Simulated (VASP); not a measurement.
# LiF (Griceite): excitons from the Bethe-Salpeter equation, part 3 of 3

What does the electron-hole attraction do to the spectrum of LiF (Griceite)? The cell is of the rock-salt type, one of the forms listed for this formula. The start is a cell from a database of measured crystal structures.

VASP 6.6.1, plane waves and PAW; the level of theory is named at each step.

So far. Step 4 (G0W0): GW takes the gap from 9.049 to 13.282 eV. The value holds for 40 bands, ENCUTGW = 100 eV and this mesh, and isn't shown to be converged in them. Step 5 (BSE, Tamm-Dancoff): The lowest excitation lies at 11.039 eV, -2243 meV against the direct gap of these orbitals. No second mesh in this session tests these energies, peaks and heights.

**6. Independent quasiparticles**

This step: BSE on G0W0 on PBE, independent quasiparticles; plane waves and PAW (F_GW, Li_GW) (VASP 6.6.1).

With LADDER and LHARTREE off the pairs don't interact at all, so the lowest line must equal the direct gap.

The input, INCAR:

```
SYSTEM = LiF
PREC = Accurate
ENCUT = 520
ISMEAR = 0
SIGMA = 0.01
LREAL = .FALSE.
GGA = PE
NBANDS = 40
ALGO = BSE
NBANDSO = 3
NBANDSV = 4
OMEGAMAX = 25
NEDOS = 1000
CSHIFT = 0.1
PRECFOCK = Fast
LWAVE = .FALSE.
LCHARG = .FALSE.
ENCUTGW = 100
ANTIRES = 0
LADDER = .FALSE.
LHARTREE = .FALSE.
```

The input, POSCAR:

```
LiF
1.0
    0.0000000000      2.0140000000      2.0140000000
    2.0140000000      0.0000000000      2.0140000000
    2.0140000000      2.0140000000      0.0000000000
F Li
1 1
Direct
    0.5000000000      0.5000000000      0.5000000000
    0.0000000000      0.0000000000      0.0000000000
```

The input, KPOINTS:

```
Automatic mesh
0
Gamma
6 6 6
0 0 0
```

Potentials, in the order of the species: F_GW and Li_GW (PBE family, release 64).

Started as:

```sh
> mpirun -np 8 vasp_std
```

What it wrote:

```text
[banner, memory and clock lines left out]
 LDA part: xc-table for (Slater+PW92), standard interpolation
 found WAVECAR, reading the header
 POSCAR, INCAR and KPOINTS ok, starting setup
 FFT: planning ... GRIDC
 FFT: planning ... GRID_SOFT
 FFT: planning ... GRID
 reading WAVECAR
 the WAVECAR file was read successfully
 initial charge from wavefunction
 available memory per node:     90.46 GB, setting MAXMEM to     92628

 Doing            0  frequencies on each core in blocks of            0
 parallelization over k-points
 Using distributed matrix
 Using distributed eigensolver
 allocating two-electron 4 orbital integral table    3    4    3    4
 BSE setting up matrix
 available memory per node:     90.64 GB, setting MAXMEM to     92813
 Calculate matrix elements of the BSE Hamiltonian:
 Workload is divided into blocks of two-electron 4 orbital integrals computed in
  parallel.
 Each block/integral has dimensions  of (   3,   4,   3,   4) orbitals
 Total number of blocks/integrals:                23436
 Number of spins:                                     1
 Number of kpoints:                                 216
 Spin channel:                                        1
  Number of blocks of unoccupied bands:               1
  Number of blocks of occupied bands:                 1
 Number of rows/columns of blocks:                  216

                                                        Time (sec)
               Integrals                 Ranks       Real         CPU
  [         1 -       1728/     23436]     8         0.06        0.00
  [      1729 -       3456/     23436]     8         0.12        0.00
  [      3457 -       5184/     23436]     8         0.17        0.00
  [      5185 -       6912/     23436]     8         0.22        0.00
  [      6913 -       8640/     23436]     8         0.28        0.00
  [      8641 -      10368/     23436]     8         0.33        0.00
  [     10369 -      12096/     23436]     8         0.39        0.00
  [     12097 -      13824/     23436]     8         0.44        0.00
  [     13825 -      15552/     23436]     8         0.50        0.00
  [     15553 -      17280/     23436]     8         0.55        0.00
  [     17281 -      19008/     23436]     8         0.60        0.00
  [     19009 -      20736/     23436]     8         0.66        0.00
  [     20737 -      22464/     23436]     8         0.71        0.00
  [     22465 -      23328/     23436]     8         0.74        0.00
  [     23329 -      23436/     23436]     8         0.75        0.00

[... 7 parts as in an earlier step ...]
```

The job ended after 2.8 s (8 MPI ranks of Intel Xeon Platinum 8375C at 2.90GHz (Ice Lake), shared host; peak memory 1.3 GiB).

From OUTCAR (step 6):

```text
   NELECT =       8.0000    total number of electrons

 E-fermi :   0.8627

[... 8 parts as in an earlier step ...]

[... 2 further parts left out ...]
```

Numbers from this step:

| Property | Result |
| --- | --- |
| lowest excitation | 13.28 eV |

The imaginary dielectric function, xx has structure finer than the step of the table below, so its rows give means over 1 eV, whole bins alone (the curve runs from 0 to 25 eV). Peaks (eV: height): 15.3: 4.54, 16.6: 5.94, 17.0: 3.01, 19.0: 2.85, 22.1: 2.89, 24.3: 4.35, 24.8: 3.39.

From 3 filled and 4 empty bands alone, without any pair above OMEGAMAX = 25 eV, so strength is missing wherever others contribute; lines are broadened by CSHIFT, which also makes the tail under the first line. The imaginary dielectric function, xx by photon energy; means over each step:

photon energy (eV), imaginary dielectric function, xx and a bar:
```
        1       0.00 
        2       0.00 
        3       0.00 
        4       0.00 
        5       0.00 
        6       0.00 
        7       0.00 
        8       0.00 
        9       0.01 
       10       0.01 
       11       0.01 
       12       0.02 
       13       0.14 ##
       14       0.57 #######
       15       1.59 ###################
       16       1.09 #############
       17       2.48 ##############################
       18       0.83 ##########
       19       1.13 ##############
       20       0.49 ######
       21       0.98 ############
       22       2.01 ########################
       23       1.02 ############
       24       2.00 ########################
```

The lowest excitation lies at 13.282 eV, +2243 meV against the Tamm-Dancoff singlet. No second mesh in this session tests these energies, peaks and heights.

**7. Summary**

This step: BSE on G0W0 on PBE; plane waves and PAW (VASP 6.6.1).

No new run; the numbers come from the runs before.

Cost is wall time times ranks on a shared host, for this step alone, without the steps before it. Excitations by level:

```tsv
level	first excitation (eV)	cost (core minutes)
BSE, Tamm-Dancoff	11.04	1.52
independent quasiparticles	13.28	0.37
```

**8. Results**

| Quantity | Value |
| --- | --- |
| BSE, Tamm-Dancoff | lowest vertical excitation 11.039 eV; direct gap 13.282 eV |
| independent quasiparticles | lowest vertical excitation 13.282 eV; direct gap 13.282 eV |

The Bethe-Salpeter equation puts the lowest vertical singlet excitation at 11.039 eV, 2.24 eV below the direct gap of 13.282 eV; the states within 10 meV of it carry 100 % of the strength of the strongest such group among the lowest 40 states. The spectra were run on one mesh, so the distance from the gap isn't shown to be converged; coarse meshes tend to overstate it. Bands, response cutoff and mesh of the GW step weren't tested in this session. Only the bands set by NBANDSO and NBANDSV form pairs, and any pair above OMEGAMAX = 25 eV is dropped, so the spectrum is that of this window; the window can cut degenerate bands. Not tabulated here, as repeats of values shown or as unfit to read for their mesh, reference level or band range: eps2 curves (empty bands); eps1 curves and static values (BSE, empty bands, independent quasiparticles); line lists of runs without attraction (independent quasiparticles).

[Lines on the potential files, build, host, timing and source positions are cut from VASP's logs without a mark.]

[Logs are printed without paths, hosts, clocks, repeated set-up lines and the standing remarks that a program may print on its own settings, such as how far it seeks lower states.]

[Hosts, paths, dates, database ids (printed as entryN), source tags and the programs' standing remarks are cut or masked in the printed files.]

[Pressures printed for these runs are not shown converged in the cutoff: they can be off by several GPa and have the wrong sign.]
